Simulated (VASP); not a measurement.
Wanted: the native input for a VASP 6.6.1 run.

```
Task                   : single point
Functional             : PBEsol
Potentials or basis    : VASP PAW PBE potentials, release 64 (Ti_sv, H, Li_sv)
Cutoff                 : 520 eV
k mesh                 : 7 × 7 × 1
Occupations            : fermi-dirac, width 0.1 eV
Spin                   : no spin polarisation
Dipole correction      : yes
Further INCAR settings : ALGO = Fast; EDIFF = 1e-06; NBANDS = 22
```

The structure of LiTi2H2 lies in POSCAR:

```
LiTi2H2
1.0
    2.9552780000      0.0000000000      0.0000000000
   -1.4776390000      2.5593458232      0.0000000000
    0.0000000000      0.0000000000     18.6194615740
Ti H Li
2 2 1
Direct
    0.0000000000      0.0000000000      0.3383556487
    0.6666666667      0.3333333333      0.4679498571
    0.3333333333      0.6666666667      0.4031527529
    0.0000000000      0.0000000000      0.5327469613
    0.0000000000      0.0000000000      0.6616443513
```

One way to write it, as run:

INCAR

```
PREC = Accurate ; ENCUT = 520
EDIFF = 1E-6 ; ISMEAR = -1
SIGMA = 0.1 ; LREAL = F
LASPH = T ; NELM = 100
ALGO = Fast ; ISIF = 2
LWAVE = F ; LCHARG = T
LDIPOL = T ; IDIPOL = 3
DIPOL = 0.5 0.5 0.481 ; GGA = PS
LELF = T ; LVHAR = T
LVACPOTAV = T ; NBANDS = 22
```

KPOINTS

```
Automatic mesh
0
Gamma
  7 7 1
```

Potentials or basis: VASP PAW PBE potentials, release 64 (Ti_sv, H, Li_sv).

Command:

```sh
$ cat potpaw_PBE.64/Ti_sv/POTCAR potpaw_PBE.64/H/POTCAR potpaw_PBE.64/Li_sv/POTCAR > POTCAR
$ mpirun -np 1 vasp_std > vasp.out
```

It gave:

- Largest force: 0.683 eV/Å
- Band gap on the k mesh: none (metal or under the smearing width)
- Work function of the upper face: 3.92 eV
- Work function of the lower face: 4.50 eV

Caveat: the PAW data sets were made with another functional, which shifts forces and pressure a little.

Wall time 5.5 min on 1 thread of Intel(R) Xeon(R) Platinum 8375C CPU @ 2.90GHz (Ice Lake) (shared host), peak memory 0.29 GiB.
